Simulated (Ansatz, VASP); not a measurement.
# RbTcF3: VASP beside Ansatz, part 2 of 2

Wanted: the spread between two codes on one cell, functional and k mesh. The cell is generated by rule, not measured, and may not be a known phase. The two relaxations start from unlike cells of this crystal (the structure described is Ansatz's start), so only their ends are compared.

VASP 6.6.1 and Ansatz 0.2.0.

So far: The structure; Ansatz: relaxation of cell and atoms, PBEsol; VASP: relaxation of cell and atoms, PBEsol.

## (3) VASP: relaxation of cell and atoms, PBEsol (continued)

Level of this step: PBEsol; plane waves and PAW (Rb_sv, Tc_pv, F); invented cell (VASP).

Numbers of over 12 decimals in the logs are rounded to 6 here.

Parts of OUTCAR (step 3):

```text
ion  position               nearest neighbor table
   1  0.000  0.000  0.000-   3 2.96   4 2.96   5 2.96   4 2.96   5 2.96   3 2.96   5 2.96   5 2.96
                             3 2.96   4 2.96   4 2.96   3 2.96   2 3.62   2 3.62   2 3.62   2 3.62
   2  0.500  0.500  0.500-   3 2.09   4 2.09   5 2.09   3 2.09   4 2.09   5 2.09   1 3.62   1 3.62
                             1 3.62   1 3.62   1 3.62   1 3.62   1 3.62   1 3.62
   3  0.500  0.500  0.000-   2 2.09   2 2.09   1 2.96   1 2.96   1 2.96   1 2.96
   4  0.500  0.000  0.500-   2 2.09   2 2.09   1 2.96   1 2.96   1 2.96   1 2.96
   5  0.000  0.500  0.500-   2 2.09   2 2.09   1 2.96   1 2.96   1 2.96   1 2.96

  LATTYP: Found a simple cubic cell.
 ALAT       =     4.1830826697

 Subroutine GETGRP returns: Found 48 space group operations
 (whereof 48 operations were pure point group operations)

The static configuration has the point symmetry O_h .

 Found     20 irreducible k-points:

   k-points           NKPTS =     20   k-points in BZ     NKDIM =     20   number of bands    NBANDS=     27

   dimension x,y,z NGX =    36 NGY =   36 NGZ =   36
   dimension x,y,z NGXF=    72 NGYF=   72 NGZF=   72

   ENCUT  =  600.0 eV  44.10 Ry    6.64 a.u.   8.35  8.35  8.35*2*pi/ulx,y,z

   NELECT =      43.0000    total number of electrons

 k-points in reciprocal lattice and weights: Automatic mesh
   0.00000000  0.00000000  0.00000000       0.005
   0.16666667  0.00000000  0.00000000       0.028
   0.33333333  0.00000000  0.00000000       0.028
   0.50000000  0.00000000  0.00000000       0.014
   0.16666667  0.16666667  0.00000000       0.056
   0.33333333  0.16666667  0.00000000       0.111
   0.50000000  0.16666667  0.00000000       0.056
   0.33333333  0.33333333  0.00000000       0.056
   0.50000000  0.33333333  0.00000000       0.056
[...]
0.50000000  0.50000000  0.33333333       0.028
   0.50000000  0.50000000  0.50000000       0.005

 average (electrostatic) potential at core
       1 -34.7094       2 -74.8994       3 -76.7700       4 -76.7700       5 -76.7700

 E-fermi :   5.0195

 k-point     1 :       0.0000    0.0000    0.0000
  band No.  band energies     occupation
    ...
     18      -1.3442      2.00000
     19      -1.3442      2.00000
     20       3.6643      2.00000
     21       3.6643      2.00000
     22       3.6644      2.00000
     23       5.2143      0.00012
     24       5.2144      0.00012
     25       6.2270      0.00000
     26       9.1070      0.00000
     27       9.1070      0.00000

 k-point     2 :       0.1667    0.0000    0.0000
  band No.  band energies     occupation
    ...
     18      -1.4147      2.00000
     19      -1.4147      2.00000
     20       3.6858      2.00000
     21       3.9246      2.00000
     22       3.9246      2.00000
     23       5.2284      0.00006
     24       5.6918      0.00000
     25       6.7440      0.00000
     26       9.3112      0.00000
     27       9.4639      0.00000

 k-point     3 :       0.3333    0.0000    0.0000
  band No.  band energies     occupation
    ...
     18      -1.5329      2.00000
     19      -1.5329      2.00000
     20       3.7295      2.00000
     21       4.4410      2.00000
     22       4.4411      2.00000
     23       5.2538      0.00002
     24       6.3674      0.00000
     25       8.0216      0.00000
     26       9.7511      0.00000
     27      10.1891      0.00000

  Total       -0.0071655     -0.0071655     -0.0071655     -0.0000000      0.0000000      0.0000000
  in kB       -0.1566839     -0.1566839     -0.1566839     -0.0000000      0.0000000      0.0000000
  external PRESSURE =      -0.1566839 kB  Pullay stress =       0.0000000 kB

  energy-cutoff  :      600.00
  volume of cell :       73.27
      direct lattice vectors                 reciprocal lattice vectors
     4.184499620  0.000000000 -0.000000000     0.238977199 -0.000000000 -0.000000000
     0.000000000  4.184499620  0.000000000    -0.000000000  0.238977199 -0.000000000
     0.000000000  0.000000000  4.184499620     0.000000000 -0.000000000  0.238977199

 POSITION                                       TOTAL-FORCE (eV/Angst)
 -----------------------------------------------------------------------------------
      0.00000      0.00000      0.00000        -0.000000     -0.000000      0.000000
      2.09225      2.09225      2.09225         0.000000      0.000000      0.000000
      2.09225      2.09225     -0.00000        -0.000000     -0.000000      0.000000
      2.09225      0.00000      2.09225        -0.000000      0.000000      0.000000
      0.00000      2.09225      2.09225         0.000000      0.000000      0.000000
 -----------------------------------------------------------------------------------
    total drift:                                0.000000      0.000000      0.000000

  FREE ENERGIE OF THE ION-ELECTRON SYSTEM (eV)
  ---------------------------------------------------
  free  energy   TOTEN  =       -26.5668778000 eV

  energy  without entropy=      -26.5595316778  energy(sigma->0) =      -26.56320474

 reached required accuracy - stopping structural energy minimisation

 total charge
# of ion       s       p       d       tot
------------------------------------------
    1        1.935   5.356   0.030   7.321
    2        0.220   6.272   5.173  11.665
    3        1.721   4.351   0.000   6.072
    4        1.721   4.351   0.000   6.072
    5        1.721   4.351   0.000   6.072
--------------------------------------------------
tot          7.316  24.682   5.203  37.202

[... 3 further parts left out ...]
```

The k-mesh is coarse for a metal. The run keeps the 48 symmetry operations of its start, so it cannot find a distortion of lower symmetry.

## (4) Comparison

Known differences besides the potentials themselves: the data sets hold 45 valence electrons in Ansatz (on its default PAW (the set named soft_2) files) and 43 in VASP; the cutoff is 500 eV in Ansatz and 600 eV in VASP; Ansatz makes its cores anew for this functional, VASP keeps those of its PBE data sets; Ansatz adds a Pulay correction to the stress that steers its cell, VASP none. Total energies have different zeros and are not compared.

The two programs side by side:

| quantity | Ansatz | VASP | difference |
| --- | --- | --- | --- |
| volume (Å³) | 73.47 | 73.27 | +0.27 % |
| edge a after relaxation, in the typed setting (Å) | 4.188 | 4.184 | +0.09 % |

## (5) What came out

| Item | Value |
| --- | --- |
| difference in volume (relaxation of cell and atoms, PBEsol) | 0.27 % |

In words: The difference in volume is 0.27 % (relaxation of cell and atoms, PBEsol), within the 1.2 % picked in this series as the mark of a large difference, as far as the stopping tolerances let one tell. The data sets hold unlike numbers of valence electrons (45 in Ansatz and 43 in VASP), so part of the differences comes from the potentials. Such differences can come from data sets, numerical settings and the points named under the comparisons, not from the functional's error against experiment.

[Lines on the potential files, build, host, timing and source positions are cut from VASP's logs without a mark.]

[Logs are printed without paths, hosts, clocks, repeated set-up lines and the standing remarks that a program may print on its own settings, such as how far it seeks lower states.]

[Hosts, paths, dates, database ids (printed as entryN), source tags and the programs' standing remarks are cut or masked in the printed files.]
